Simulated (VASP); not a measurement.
Calculation: TPSS meta-GGA, VASP's PBE PAW potentials (set 64) (plane waves; VASP).

Input for VASP

File KPOINTS:
```
Regular mesh
0
G
 17 17 9
```

POSCAR:
```
Co
1
    1.2579569505    -2.1788455808     0.0000000000
    1.2579569505     2.1788455808     0.0000000000
    0.0000000000     0.0000000000     4.0689166219
Co
2
Direct
  0.3333330000   0.6666670000   0.2500000000
  0.6666670000   0.3333330000   0.7500000000
```

### INCAR
```
PREC=Accurate
MAGMOM=1.6 1.6
EDIFFG=-0.01   ! ionic stop
LMAXMIX=4
ISIF=4
SYSTEM=Co
EDIFF=1E-7
ISMEAR=1
ENCUT=520   ! plane-wave cut-off (eV)
LWAVE=.FALSE.
ALGO=Normal
IBRION=2   ! conjugate gradients
LMIXTAU=.TRUE.
METAGGA=TPSS
LASPH=.TRUE.   ! aspherical one-centre terms
LORBIT=10
ISPIN=2   ! spin-polarised
SIGMA=0.1   ! width (eV)
NSW=30
NELM=100   ! most electronic steps
LREAL=.FALSE.
LCHARG=.FALSE.
```

POTCAR, in this order: Co (PBE.64 set). Program: vasp_std.

Output

### OSZICAR
```
       N       E                     dE             d eps       ncg     rms          rms(c)
DAV:   1     0.923944584145E+02    0.92394E+02   -0.12560E+04 10014   0.253E+03
DAV:   2    -0.154586850746E+02   -0.10785E+03   -0.10005E+03 10593   0.310E+02
DAV:   3    -0.206968860947E+02   -0.52382E+01   -0.50724E+01 12665   0.965E+01
DAV:   4    -0.208061413694E+02   -0.10926E+00   -0.10922E+00 14749   0.151E+01
DAV:   5    -0.208105883338E+02   -0.44470E-02   -0.44468E-02 14864   0.223E+00    0.152E+01
DAV:   6    -0.246774952010E+02   -0.38669E+01   -0.16383E+03 10945   0.259E+04    0.603E+00
DAV:   7    -0.295278743168E+02   -0.48504E+01   -0.97848E+00 11894   0.275E+01    0.394E+00
DAV:   8    -0.295639694502E+02   -0.36095E-01   -0.82780E-02 14996   0.385E+00    0.864E-01
DAV:   9    -0.295679627126E+02   -0.39933E-02   -0.84256E-03 12972   0.106E+00    0.363E-01
DAV:  10    -0.295669236364E+02    0.10391E-02   -0.10255E-03 12044   0.482E-01    0.153E-01
DAV:  11    -0.295667094216E+02    0.21421E-03   -0.17674E-04 13168   0.178E-01    0.784E-02
DAV:  12    -0.295666941902E+02    0.15231E-04   -0.55603E-05 15227   0.829E-02    0.427E-02
DAV:  13    -0.295666908545E+02    0.33358E-05   -0.97276E-06 12165   0.558E-02    0.193E-02
DAV:  14    -0.295666895172E+02    0.13373E-05   -0.52868E-06 12830   0.401E-02    0.513E-03
DAV:  15    -0.295666896177E+02   -0.10052E-06   -0.31672E-07  9427   0.939E-03    0.213E-03
DAV:  16    -0.295666899478E+02   -0.33013E-06   -0.45616E-08  5874   0.287E-03    0.548E-04
DAV:  17    -0.295666898960E+02    0.51891E-07   -0.13956E-08  5517   0.123E-03
   1 F= -.29566690E+02 E0= -.29566863E+02  d E =-.295667E+02  mag=     3.3154
```

### OUTCAR
```
------------------------ aborting loop because EDIFF is reached ----------------------------------------
  FORCE on cell =-STRESS in cart. coord.  units (eV):
  Direction    XX          YY          ZZ          XY          YZ          ZX
  --------------------------------------------------------------------------------------
  Total       -1.6976925     -1.6976928     -1.6971498      0.0000000      0.0000000      0.0000000
  in kB     -121.9462873   -121.9463129   -121.9073118      0.0000000      0.0000000      0.0000000
  external PRESSURE =    -121.9333040 kB  Pullay stress =       0.0000000 kB
  volume of cell :       22.30
      direct lattice vectors                 reciprocal lattice vectors
     1.257956950 -2.178845581  0.000000000     0.397469881 -0.229479319  0.000000000
     1.257956950  2.178845581  0.000000000     0.397469881  0.229479319  0.000000000
     0.000000000  0.000000000  4.068916622     0.000000000  0.000000000  0.245765665
 POSITION                                       TOTAL-FORCE (eV/Angst)
 -----------------------------------------------------------------------------------
      1.25796      0.72628      1.01723        -0.000000      0.000000      0.000000
      1.25796     -0.72628      3.05169         0.000000      0.000000      0.000000
 -----------------------------------------------------------------------------------
    total drift:                                0.000023      0.000002     -0.000028
  FREE ENERGIE OF THE ION-ELECTRON SYSTEM (eV)
  ---------------------------------------------------
  free  energy   TOTEN  =       -29.5666898960 eV

  energy  without entropy=      -29.5672097735  energy(sigma->0) =      -29.56686319

 total charge

# of ion       s       p       d       tot
------------------------------------------
    1        0.474   0.501   7.223   8.198
    2        0.474   0.501   7.223   8.198
--------------------------------------------------
tot          0.948   1.001  14.446  16.396

 magnetization (x)

# of ion       s       p       d       tot
------------------------------------------
    1       -0.021  -0.058   1.750   1.671
    2       -0.021  -0.058   1.750   1.671
--------------------------------------------------
tot         -0.042  -0.117   3.500   3.341

 reached required accuracy - stopping structural energy minimisation
```
(Selected blocks of OUTCAR.)

The compound is Co in the hcp structure. This cell is one point of a volume scan, at 1.06 of the reference volume.
